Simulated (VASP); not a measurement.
**Y(0001), as cut: electronic structure**

Aim: model Y(0001) by a slab and find how far its highest filled level lies below the vacuum.

Method: PBE; plane waves and PAW (Y_sv), in VASP 6.6.1.

This is a report of a sequence of runs, with most program output left out.

### Step 1. The structure

The cell holds 5 atoms: 5 Y. Cell: a = 3.650 Å, b = 3.650 Å, c = 29.468 Å, α = 90.0°, β = 90.0°, γ = 60.0°. Vacuum lies along c.

Structure file:

```xyz
5
Lattice="3.6500 0.0000 0.0000 1.8250 3.1610 0.0000 0.0000 0.0000 29.4683" Properties=species:S:1:pos:R:3
Y     0.0000    0.0000    9.0000
Y     3.6500    2.1073   11.8671
Y     0.0000    0.0000   14.7341
Y     3.6500    2.1073   17.6012
Y     0.0000    0.0000   20.4683
```

### Step 2. Potential and states of the slab

A static run writes the electrostatic potential without exchange and correlation (LVHAR), which is flat in the vacuum and gives the level to count from. The dipole correction cancels the field that unlike faces would set up across the vacuum.

Input file INCAR:

```
SYSTEM = Y
PREC = Normal
ENCUT = 300
EDIFF = 1E-06
NELM = 120
ISMEAR = -1
SIGMA = 0.1
LREAL = .FALSE.
ALGO = Fast
GGA = PE
NBANDS = 43
LORBIT = 11
LWAVE = .FALSE.
LCHARG = .TRUE.
IDIPOL = 3
LDIPOL = .TRUE.
DIPOL = 0.5 0.5 0.5
LVHAR = .TRUE.
LVACPOTAV = .TRUE.
LELF = .TRUE.
NEDOS = 1500
```

Input file POSCAR:

```
Y
1.0
    3.6500000000      0.0000000000      0.0000000000
    1.8250000000      3.1609927238      0.0000000000
    0.0000000000      0.0000000000     29.4683000000
Y
5
Direct
    0.0000000000      0.0000000000      0.3054129353
    0.6666666667      0.6666666667      0.4027064676
    0.0000000000      0.0000000000      0.5000000000
    0.6666666667      0.6666666667      0.5972935324
    0.0000000000      0.0000000000      0.6945870647
```

Input file KPOINTS:

```
Automatic mesh
0
Gamma
18 18 1
0 0 0
```

Input file KPOINTS_OPT:

```
Line mode
14
Line-mode
Reciprocal
  0.00000000   0.00000000   0.00000000 GAMMA
  0.00000000  -0.50000000   0.00000000 M

  0.00000000  -0.50000000   0.00000000 M
  0.33333333  -0.33333333   0.00000000 K

  0.33333333  -0.33333333   0.00000000 K
  0.00000000   0.00000000   0.00000000 GAMMA
```

The projector-augmented-wave data sets are Y_sv (PBE family, release 64).

Command:

```console
$ mpirun -np 2 vasp_std
```

Elapsed: 5.3 min, on 2 MPI ranks of AMD EPYC 7R43, shared host; peak memory 0.5 GiB.

This run has no spin polarisation. Its electron count is odd, so without a moment it is a metal by construction.

Numbers from this step:

- electronic cycles: 33
- electrons: 55
- free energy (TOTEN): -30.88 eV
- energy at zero smearing: -30.69 eV
- Fermi energy: -0.1532 eV
- labelled metallic, from the levels on this mesh: yes
- DOS at the Fermi level: 11.47 states/eV/cell
- dipole moment: 0, 0, 0 e·Å
- vacuum levels: 3.214, 3.214 eV
- work functions of the upper and lower face: 3.367, 3.367 eV

Electronic bands along the path, in eV, zero at the Fermi level; # counts the bands kept:

| point | #5 | #6 | #7 | #8 | #9 | #10 | #11 | #12 |
| --- | --- | --- | --- | --- | --- | --- | --- | --- |
| Γ | -2.01 | 0.18 | 0.18 | 0.75 | 0.82 | 1.32 | 1.56 | 1.56 |
| 0.54 of the way | -0.97 | -0.18 | -0.15 | 0.05 | 0.32 | 0.40 | 0.49 | 1.06 |
| M | -1.19 | -0.63 | -0.35 | -0.10 | -0.10 | 0.55 | 0.59 | 1.29 |
| 0.46 of the way | -0.87 | -0.50 | -0.31 | -0.04 | -0.01 | 0.51 | 0.53 | 0.76 |
| K | -0.52 | -0.41 | -0.41 | -0.11 | -0.01 | 0.29 | 0.47 | 0.51 |
| 0.46 of the way | -0.59 | -0.25 | -0.21 | 0.02 | 0.04 | 0.20 | 0.25 | 0.91 |
| Γ | -2.01 | 0.18 | 0.18 | 0.75 | 0.82 | 1.32 | 1.56 | 1.56 |

The density of states has structure finer than the step of the table below, so its rows give means over 1 eV, whole bins alone (the curve runs from -12.0 to 7.73 eV). Peaks (eV: height): total 0.0: 11.5, 1.2: 10.3, 2.1: 9.33; Y s -1.7: 0.642; Y p 0.0: 1.64, 1.2: 1.20; Y d 0.0: 4.87, 2.1: 6.22, 4.4: 2.82.

Means over bins of 0.071 eV. Table of density of states by energy, zero at the Fermi level; means over each step; values in states/eV/cell:

| energy (eV) | total | Y s | Y p | Y d |
| --- | --- | --- | --- | --- |
| -6 | 0 | 0 | 0 | 0 |
| -5 | 0.0241 | 0.00695 | 4.0e-4 | 0 |
| -4 | 0.554 | 0.152 | 0.0286 | 0.00361 |
| -3 | 1.32 | 0.314 | 0.138 | 0.0513 |
| -2 | 3.15 | 0.528 | 0.349 | 0.550 |
| -1 | 5.28 | 0.377 | 0.517 | 1.88 |
| 0 | 9.82 | 0.0981 | 1.39 | 4.14 |
| 1 | 8.54 | 0.0516 | 1.07 | 4.46 |
| 2 | 8.66 | 0.0507 | 0.486 | 5.58 |
| 3 | 6.13 | 0.0471 | 0.410 | 3.89 |
| 4 | 3.11 | 0.0256 | 0.158 | 2.31 |
| 5 | 1.41 | 0.0128 | 0.0671 | 1.10 |
| 6 | 0.00628 | 2.3e-6 | 6.6e-4 | 0.00473 |
| 7 | 0 | 0 | 0 | 0 |

The planar average of the electrostatic potential oscillates, so the rows of the table below give means over windows of 2.92 Å about each position, cut where the curve ends. Its maxima inside the range that stand out by 2 % of the span (Å: eV): 10.4: 0.925, 13.3: 0.755, 16.1: 0.755, 19.1: 0.925. Its minima: 9.0: -6.80, 11.9: -6.36, 14.7: -6.49, 17.5: -6.36, 20.5: -6.80.

Zero at the Fermi level. The planar average of the electrostatic potential by height; means over each step:

| height (Å) | planar average of the electrostatic potential (eV) |
| --- | --- |
| 1.46 | 3.37 |
| 4.38 | 3.35 |
| 7.30 | 0.383 |
| 10.22 | -3.02 |
| 13.14 | -3.02 |
| 16.06 | -3.04 |
| 18.98 | -2.98 |
| 21.90 | -0.533 |
| 24.82 | 3.34 |
| 27.74 | 3.37 |

Density of states in the PAW spheres, an atom over height of the layer and energy from the Fermi level.

Values in states/eV, 22 rows by 5 columns, each cell a mean:
```
1.63 0.68 0.83 0.68 1.63
1.32 1.21 1.24 1.21 1.32
0.91 0.94 0.86 0.94 0.91
0.54 0.59 0.62 0.59 0.54
0.52 0.54 0.56 0.54 0.52
0.40 0.45 0.47 0.45 0.40
0.26 0.30 0.32 0.30 0.26
0.17 0.18 0.18 0.18 0.17
0.12 0.12 0.13 0.12 0.12
0.09 0.09 0.10 0.09 0.09
0.06 0.07 0.06 0.07 0.06
0.04 0.05 0.05 0.05 0.04
0.01 0.02 0.03 0.02 0.01
0.00 0.00 0.01 0.00 0.00
0.00 0.00 0.00 0.00 0.00
0.00 0.00 0.00 0.00 0.00
0.00 0.00 0.00 0.00 0.00
0.00 0.00 0.00 0.00 0.00
0.00 0.00 0.00 0.00 0.00
0.00 0.00 0.00 0.00 0.00
0.00 0.00 0.00 0.00 0.00
0.00 0.00 0.00 0.00 0.00
```
Columns: height of the layer (Å) from 9 to 20.5; rows upwards: energy from the Fermi level (eV) from -7.9 to 0.5.

Force by atom:

| atom | x (eV/Å) | y (eV/Å) | z (eV/Å) | size |
| --- | --- | --- | --- | --- |
| Y1 | 0.000 | 0.000 | 0.183 | 0.183 |
| Y2 | 0.000 | 0.000 | -0.179 | 0.179 |
| Y3 | 0.000 | 0.000 | 0.000 | 0.000 |
| Y4 | 0.000 | 0.000 | 0.179 | 0.179 |
| Y5 | 0.000 | 0.000 | -0.183 | 0.183 |

Valence density in the ca plane at fractional y = 0.000, with atoms of Y within 0.2 Å of it. It is the smooth field of the valence electrons, not physical close to the nuclei.

Ten steps, logarithmic in the rise over the least value, from '0' (0.0 e/Å³) to '9' (4.9 e/Å³), each cell a mean:
```
86422222222358998632222222236899852100000000
75322222222246787432222222224688642100000000
43222233222224554322223322223455421000000000
22222333322222222222233332222232211000000000
22222344322222222222234432222222211000000000
22222344322222222222234432222222211000000000
32222233322223343222223332222344321000000000
64222222222235675422222222223566531100000000
86322222222257898532222222235799752100000000
97422222222368999632222222236899862100000000
```
Columns run along c (16.0 Å, from fractional 0.32 to 0.86 of the cell), rows up along a (3.6 Å). Atoms in or near the plane, at fractional coordinates: Y at (0.50, 0.00), Y at (0.69, 0.00).

Electrostatic potential energy in the ca plane at fractional y = 0.000, with atoms of Y within 0.2 Å of it. With pseudopotentials it is smooth inside the atoms' cores, unlike the true potential.

Ten even steps from '0' (-21 eV) to '9' (3 eV), each cell a mean:
```
02589999998731000368999999863000036899999999
14689988898752112478988889874211247899999999
46888877788875445788877778887543568999999999
78998655678988777898865568898777789999999999
89998644578999888998754457899988899999999999
89998654578998888998764467899888889999999999
67898766788886556788876678888655678999999999
35789888888863223578888888885322357899999999
03689999998741001368999999873100136899999999
02589999998630000268999999862000025899999999
```
Columns run along c (16.0 Å, from fractional 0.32 to 0.86 of the cell; values clipped at the 3rd and 97th percentile), rows up along a (3.6 Å). Atoms in or near the plane, at fractional coordinates: Y at (0.50, 0.00), Y at (0.69, 0.00).

ELF in the ca plane at fractional y = 0.000, with atoms of Y within 0.2 Å of it. It is the smooth field of the valence electrons, not physical close to the nuclei.

Ten even steps from '0' (0.00) to '9' (0.79), each cell a mean:
```
96227887775148998623677887414899862000000030
74135543454226887413543445422688741011000000
32233211123212343123211112331244311221100000
23442122112432111343112211344211123442100000
45641133212554323553113321356433355543100000
24541123212543212453112311354322234543100000
22332111113321222133211112332222212232100000
53134322234214675213432234422567621111000000
86236776664137998523676677414899851000000000
97227999985258999723789998425999972000000000
```
Columns run along c (16.0 Å, from fractional 0.32 to 0.86 of the cell), rows up along a (3.6 Å). Atoms in or near the plane, at fractional coordinates: Y at (0.50, 0.00), Y at (0.69, 0.00).

Only the dipole across the slab is computed (IDIPOL = 3); zeros along the plane are no results.

The density of states holds every band computed, so its fall toward the upper end of the range is no gap.

The map of layer states is cut here 0.5 eV above the Fermi level, so it leaves out the states above that.

The vacuum level lies 3.37 eV above the Fermi level at the upper face; both faces agree, as the slab has next to no dipole.

The program found no field-free point at its default tolerance, but its printed level agrees with the flat part of the planar average.

On this mesh the fine structure of the density of states is sampling noise, and high empty states may be cut by the number of bands.

### Step 3. The slab in a field, field -0.05

A field across the slab, with the atoms held, gives the electronic response: the dipole changes linearly with the field, and the energy has a linear term from the slab's own dipole and a quadratic one from its polarisability.

Input file INCAR:

```
SYSTEM = Y
PREC = Normal
ENCUT = 300
EDIFF = 1E-06
NELM = 120
ISMEAR = -1
SIGMA = 0.1
LREAL = .FALSE.
ALGO = Fast
GGA = PE
NBANDS = 34
LORBIT = 11
LWAVE = .FALSE.
LCHARG = .FALSE.
KPAR = 2
IDIPOL = 3
LDIPOL = .TRUE.
DIPOL = 0.5 0.5 0.5
EFIELD = -0.05
LVHAR = .TRUE.
```

POSCAR is that of step 2.

KPOINTS is that of step 2.

Command:

```console
$ mpirun -np 2 vasp_std
```

Elapsed: 8.4 min, on 2 MPI ranks; peak memory 0.47 GiB.

The electronic loop did not meet EDIFF within NELM cycles, so this run is left out of the comparison.

### Step 4. The slab in a field, field 0.05

INCAR, as its differences from that of step 3:

```diff
@@ -18,3 +18,3 @@
 DIPOL = 0.5 0.5 0.5
-EFIELD = -0.05
+EFIELD = 0.05
 LVHAR = .TRUE.
```

POSCAR is that of step 3.

KPOINTS is that of step 3.

Command:

```console
$ mpirun -np 2 vasp_std
```

The job ended after 12 min (2 MPI ranks; peak memory 0.47 GiB).

The electronic loop did not meet EDIFF within NELM cycles, so this run is left out of the comparison.

### Step 5. The slab in a field, field 0.1

INCAR, as its differences from that of step 4:

```diff
@@ -18,3 +18,3 @@
 DIPOL = 0.5 0.5 0.5
-EFIELD = 0.05
+EFIELD = 0.1
 LVHAR = .TRUE.
```

POSCAR is that of step 4.

KPOINTS is that of step 4.

Command:

```console
$ mpirun -np 2 vasp_std
```

Wall time 10 min (2 MPI ranks); peak memory 0.49 GiB.

The run was stopped at its time limit, so it gives no result of its own.

### Step 6. Putting the energies together

This step: slab, PBE; plane waves and PAW (VASP 6.6.1).

Derived from the runs above.

### Step 7. Summary of results

| Quantity | Value |
| --- | --- |
| work function of the slab | 3.37 eV |

**Reading.** The work function is 3.37 eV at both faces. No atom was relaxed. The cell in the plane was kept as given and was not relaxed here.

[Lines on the potential files, build, host, timing and source positions are cut from VASP's logs without a mark.]

[Logs are printed without paths, hosts, clocks, repeated set-up lines and the standing remarks that a program may print on its own settings, such as how far it seeks lower states.]

[Hosts, paths, dates, database ids (printed as entryN), source tags and the programs' standing remarks are cut or masked in the printed files.]

[In band tables of VASP the shares of atoms and orbitals are scaled to a sum of 1 inside the atoms' spheres.]

[Runs that stopped without an error message from VASP are left out.]
